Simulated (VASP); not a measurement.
The input files of a VASP run:

INCAR:
```
# general
SYSTEM   = CeO2
PREC     = Accurate
ENCUT    = 520
LREAL    = F
LASPH    = T

# electronic loop
EDIFF    = 1E-6
NELM     = 100
ALGO     = Normal
LMAXMIX  = 6
LMIXTAU  = T

# smearing
ISMEAR   = 0
SIGMA    = 0.05

# functional
METAGGA  = R2SCAN
LUSE_VDW = T
BPARAM   = 11.95
CPARAM   = 0.0093

# ions
IBRION   = 2
NSW      = 60
ISIF     = 3
EDIFFG   = -0.02

# output
LWAVE    = F
LCHARG   = F
```

### POSCAR
```
CeO2
1
   -0.0000000000     2.6986545720     2.6986545720
    2.6986545720     0.0000000000     2.6986545720
    2.6986545720     2.6986545720     0.0000000000
Ce O
1 2
Direct
  0.0000000000   0.0000000000   0.0000000000
  0.2500000000   0.2500000000   0.2500000000
  0.7500000000   0.7500000000   0.7500000000
```

**KPOINTS**
```
Automatic mesh
0
Gamma
7 7 7
0 0 0
```

POTCAR, in this order: Ce O (PBE.64 set). Program: vasp_std.

Q: Translate this r2SCAN+rVV10 calculation to Ansatz.

A: One equivalent input (not run):
Ansatz 0.2 input:
```yaml
crystal:
  lattice:
    - [0.0000000, 2.6986546, 2.6986546]
    - [2.6986546, 0.0000000, 2.6986546]
    - [2.6986546, 2.6986546, 0.0000000]
  atoms:
    - { symbol: Ce, position: [0.0000000, 0.0000000, 0.0000000] }
    - { symbol: O, position: [0.2500000, 0.2500000, 0.2500000] }
    - { symbol: O, position: [0.7500000, 0.7500000, 0.7500000] }
kpoints:
  mp_grid: { grid: [7, 7, 7] }
hamiltonian:
  xc: r2scan
  dispersion: rvv10
  pseudopotentials: { kind: paw }
scf:
  occupations: { method: gaussian, width: 0.05 }
  max_iter: 100
relax:
  max_steps: 60
  f_tol: 0.02
  cell: {}
output: { forces: true, stress: true, eigenvalues: true }
```
The two are equivalent in intent, not identical: each code has its own PAW files, so the cut-off isn't converted (ENCUT is set for VASP's; basis.ecutwfc is left out, and Ansatz then takes the one that its files recommend); Ansatz stops its SCF on the density residual and VASP on the energy change (EDIFF).

The compound is CeO2 in the fluorite structure. This run relaxes it. Symmetry was kept, so distortions that lower it aren't found. The start is the result of an earlier pass.
